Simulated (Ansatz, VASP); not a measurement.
# SnO2 (amorphous SnO2) in two plane-wave programs, part 2 of 2

Wanted: the spread between two codes on one cell, functional and k mesh. Of the first pair: The structure shown is the start of the Ansatz relaxation below; VASP solves that cell, so the two are compared at the walk's first step.

VASP 6.6.1 and Ansatz 0.2.0.

So far. Step 3 (VASP: single point, PBE, start cell, pair 1): The run ends at a pressure of 6.94 GPa, with forces up to 1.5 eV/Å.

## 6. VASP: single point, PBE, relaxed cell, pair 2

Level of this step: PBE; plane waves and PAW (Sn_d, O) (VASP).

The same cell, functional and mesh now go to VASP, with its own data sets.

INCAR reads:

```
SYSTEM = SnO2
PREC = Accurate
ENCUT = 600
EDIFF = 1E-06
NELM = 120
ISMEAR = 0
SIGMA = 0.01
LREAL = Auto
ALGO = Normal
GGA = PE
NBANDS = 544
LORBIT = 11
LWAVE = .FALSE.
LCHARG = .FALSE.
ISIF = 2
LASPH = .TRUE.
GGA_COMPAT = .FALSE.
EFERMI = MIDGAP
NCORE = 2
```

POSCAR reads:

```
SnO2
1.0
   10.9977260000      0.4976890000      0.0191200000
    0.4976890000     11.5163960000      0.1015810000
    0.0191200000      0.1015810000     11.7460840000
Sn O
36 72
Direct
    0.8408000000      0.4825300000      0.2260000000
    0.9893100000      0.1569500000      0.5048100000
    0.5757800000      0.0549700000      0.7434400000
    0.7536000000      0.6640900000      0.0274000000
    0.9580600000      0.8249300000      0.8710400000
    0.6372300000      0.7717600000      0.2664300000
    0.1703000000      0.5446500000      0.6471200000
    0.4016000000      0.6462100000      0.0157800000
    0.8476600000      0.6144700000      0.7315400000
    0.0091000000      0.6481800000      0.4319700000
    0.7455700000      0.3160900000      0.6024800000
    0.4695500000      0.4408400000      0.7960700000
    0.9216600000      0.8716900000      0.1418900000
    0.2578100000      0.2329500000      0.7184700000
    0.9768400000      0.3323700000      0.8024700000
    0.3279400000      0.3838400000      0.1844300000
    0.3919300000      0.9148500000      0.0716800000
    0.7973500000      0.1230200000      0.9695100000
    0.1352500000      0.0846700000      0.2487900000
    0.4317100000      0.2127100000      0.9492900000
    0.5242200000      0.0959100000      0.2238800000
    0.6802500000      0.6081300000      0.4849300000
    0.3343000000      0.0715500000      0.5054900000
    0.0792200000      0.5903300000      0.0154600000
    0.1339400000      0.3891100000      0.3764200000
    0.1142900000      0.0405500000      0.9140200000
    0.0903400000      0.3077800000      0.0753400000
    0.8698400000      0.8693200000      0.5532300000
    0.2110200000      0.8036700000      0.2685700000
    0.3966900000      0.7273600000      0.5166300000
[... 72 atom lines left out ...]
    0.4560900000      0.1044000000      0.3802100000
    0.0482000000      0.4234600000      0.9484400000
    0.5727600000      0.7602500000      0.4279200000
    0.4100000000      0.1227600000      0.8036600000
    0.8159400000      0.8265700000      0.9994700000
    0.8757600000      0.8017100000      0.7163900000
```

KPOINTS reads:

```
Automatic mesh
0
Gamma
1 1 1
0 0 0
```

PAW data sets: Sn_d and O (PBE family, release 64).

Command:

```sh
mpirun -np 8 vasp_gam
```

Numbers of over 12 decimals in the logs are rounded to 6 here.

Log:

```text
[... set-up lines as in an earlier step ...]
 entering main loop
       N       E                     dE             d eps       ncg     rms          rms(c)
DAV:   1     0.288411978031E+05    0.28841E+05   -0.39597E+05  1088   0.329E+03
DAV:   2     0.687549787954E+04   -0.21966E+05   -0.21143E+05  1088   0.106E+03
DAV:   3     0.374094364141E+03   -0.65014E+04   -0.61041E+04  1136   0.409E+02
DAV:   4    -0.697604306819E+03   -0.10717E+04   -0.10424E+04  1264   0.171E+02
[...]
DAV:  16    -0.647118933678E+03   -0.36975E-05   -0.62927E-05  1496   0.384E-02    0.975E-03
DAV:  17    -0.647118936413E+03   -0.27354E-05   -0.34515E-05  1208   0.134E-02    0.516E-03
DAV:  18    -0.647118936245E+03    0.16835E-06   -0.39503E-06   896   0.616E-03
   1 F= -.64711894E+03 E0= -.64711894E+03  d E =-.113085-162
```

Parts of OUTCAR (step 6):

```text
  Total        3.3414896      3.3828506      2.9479412     -0.0220473     -0.1706066      0.0431325
  in kB        3.6059703      3.6506050      3.1812723     -0.0237923     -0.1841102      0.0465464
  external PRESSURE =       3.4792825 kB  Pullay stress =       0.0000000 kB

 POSITION                                       TOTAL-FORCE (eV/Angst)
[...]
6.52181      4.74079      7.93835         0.027375     -0.010647     -0.022294
      2.05356      6.28532      5.61459         0.032913      0.001704     -0.022447
      1.63736      4.58304      8.43487        -0.003800     -0.000636      0.003153
      1.51980      2.40014      9.85507        -0.024894      0.023408      0.001737
      1.94612      5.50427      1.81379        -0.009329      0.023112      0.027159
      9.27710      9.85188      3.08205         0.001224     -0.009591      0.030596
      3.87735      8.96303      1.57573        -0.015675     -0.016237      0.011116
      2.47898      1.03429      7.60658        -0.050033     -0.034418      0.032548
      5.45773      9.51034     11.18738         0.035449      0.029248     -0.036770
      5.32336      9.33600      7.90325        -0.023305      0.021598     -0.006466
      9.39577      5.63327      9.09342        -0.051751     -0.006791      0.000100
      1.16189     10.70001      2.86612        -0.007367      0.009486      0.001924
      7.66506      2.11343      7.66270         0.025501      0.020366      0.029514
      5.17463      1.13709      0.74910         0.001047     -0.005395     -0.006928
[...]
-----------------------------------------------------------------------------------
    total drift:                               -0.001533     -0.041966     -0.011017

  FREE ENERGIE OF THE ION-ELECTRON SYSTEM (eV)
  ---------------------------------------------------
  free  energy   TOTEN  =      -647.1189362446 eV

  energy  without entropy=     -647.1189362446  energy(sigma->0) =     -647.11893624

[... 1 part as in an earlier step ...]

[... 2 further parts left out ...]
[key lines of the parts left out:]
E-fermi :   4.8711
```

The run ends at a pressure of 0.35 GPa, with forces up to 0.081 eV/Å.

## 7. Differences

What differs besides the data sets and the points named for the pairs above, as far as they apply: the cutoff is 420 eV in Ansatz and 600 eV in VASP (PREC = Accurate, projectors in real space). Total energies have different zeros and are not compared.

Compared:

```tsv
quantity	Ansatz	VASP	difference
pressure (GPa)	0.00	0.35	-0.35
gap on the k mesh (eV)	0.409	0.385	+0.024
```

At this near-relaxed geometry the largest component of a force difference is 75 meV/Å. A gap on the mesh is an upper bound, since the band edges may lie between its points.

## 8. Results

```
r.m.s. force difference (single point, PBE, start cell, pair 1)   : 4.0 % of the r.m.s. force
r.m.s. force difference (single point, PBE, relaxed cell, pair 2) : 19 meV/Å
```

The r.m.s. force difference is 19 meV/Å (single point, PBE, relaxed cell, pair 2), beyond the 12 meV/Å picked in this series as the mark of a large difference. What causes the difference of the single point, PBE, start cell, pair 1 pair stays open here. What causes the difference of the single point, PBE, relaxed cell, pair 2 pair stays open here. Such differences can come from data sets, numerical settings and the points named under the comparisons, not from the functional's error against experiment.

[Lines on the potential files, build, host, timing and source positions are cut from VASP's logs without a mark.]

[Logs are printed without paths, hosts, clocks, repeated set-up lines and the standing remarks that a program may print on its own settings, such as how far it seeks lower states.]

[Hosts, paths, dates, database ids (printed as entryN), source tags and the programs' standing remarks are cut or masked in the printed files.]
